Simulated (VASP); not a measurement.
An input for Ansatz (written as the equivalent of a VASP run, and not itself run):

Ansatz 0.2 input:
```yaml
crystal:
  lattice:
    - [0.0000000, 2.8027301, 2.8027301]
    - [2.8027301, 0.0000000, 2.8027301]
    - [2.8027301, 2.8027301, 0.0000000]
  atoms:
    - { symbol: Ga, position: [0.0000000, 0.0000000, 0.0000000] }
    - { symbol: As, position: [0.2500000, 0.2500000, 0.2500000] }
kpoints:
  mp_grid: { grid: [8, 8, 8] }
hamiltonian:
  xc: pbesol
  pseudopotentials: { kind: paw }
scf:
  occupations: { method: gaussian, width: 0.05 }
  max_iter: 100
output: { forces: true, stress: true, eigenvalues: true }
```

Task: Translate this input to VASP (INCAR, KPOINTS, POSCAR, choice of POTCAR).

Result: This is not unique; one that fits is 
File KPOINTS:
```
Automatic mesh
0
Gamma
8 8 8
0 0 0
```

File POSCAR:
```
GaAs
1
    0.0000000000     2.8027301224     2.8027301224
    2.8027301224     0.0000000000     2.8027301224
    2.8027301224     2.8027301224     0.0000000000
Ga As
1 1
Direct
  0.0000000000   0.0000000000   0.0000000000
  0.2500000000   0.2500000000   0.2500000000
```

### INCAR
```
LCHARG  =  .FALSE.
NELM  =  100   ! most electronic steps
SYSTEM  =  GaAs
GGA  =  PS
LMAXMIX  =  4   ! l cut-off of mixed one-centre charges
ENCUT  =  520
LREAL  =  .FALSE.   ! projection in real space or not
ALGO  =  Normal
EDIFF  =  1E-7
PREC  =  Accurate
LASPH  =  .TRUE.
LWAVE  =  .FALSE.
ISIF  =  2   ! forces and stress, cell fixed
SIGMA  =  0.05   ! width (eV)
ISMEAR  =  0   ! Gaussian
```

POTCAR, in this order: Ga_d As (PBE.64 set). Program: vasp_std.

The two are equivalent in intent, not identical: each code has its own PAW files, so the cut-off isn't converted (ENCUT is set for VASP's; basis.ecutwfc is left out, and Ansatz then takes the one that its files recommend); Ansatz stops its SCF on the density residual and VASP on the energy change (EDIFF).

The compound is GaAs in the zinc blende structure. This cell is one point of a volume scan, at 0.97 of the reference volume.
